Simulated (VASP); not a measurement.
Given:

```
Cr
1.0
    2.84504     0.00000     0.00000
    0.00000     2.84504     0.00000
    0.00000     0.00000     2.84504
Cr
2
Cartesian
  0.00000   0.00000   0.00000
  1.42252   1.42252   1.42252
```
Starting moments (μB, in the order of the record's atoms Cr Cr): 1.5 -1.5.

Method: RPBE GGA, VASP's PBE PAW potentials (set 64) (plane waves; VASP). Settings: 520 eV cut-off, 13×13×13 Γ-centred mesh, first-order Methfessel-Paxton smearing of 0.10 eV, potentials Cr_pv.

Q: Give the stress tensor in GPa (positive for a compressed cell).

A: 
```
11.10   0.00   0.00
 0.00  11.10   0.00
 0.00   0.00  11.10
```
The pressure is its mean diagonal, 11.10 GPa.

The compound is Cr in the bcc, AFM order structure. This cell is one point of a volume scan, at 0.94 of the reference volume.
